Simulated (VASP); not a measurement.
```xyz
2
Lattice="0.0000 2.1234 2.1234 2.1234 0.0000 2.1234 2.1234 2.1234 0.0000" Properties=species:S:1:pos:R:3 pbc="T T T"
Mg     0.0000     0.0000     0.0000
O      2.1234     2.1234     2.1234
```

These are PBE GGA, VASP's PBE PAW potentials (set 64) (plane waves; VASP 6.6.1) values and carry that method's errors. Run with 520 eV cut-off, 14×14×14 Γ-centred mesh, Gaussian smearing of 0.010 eV, potentials Mg O.

Problem. Predict the energy per atom (σ→0), band gap (on the k-mesh) with the smallest direct gap where there is one.

Solution. 
```yaml
band gap (on the k-mesh): 4.49 eV
smallest direct gap (on the k-mesh): 4.49 eV
energy per atom (σ→0): -5.956 eV/atom
```

Only differences to runs with the same potentials and settings are physical.

The compound is MgO in the rock salt structure. It was relaxed first.
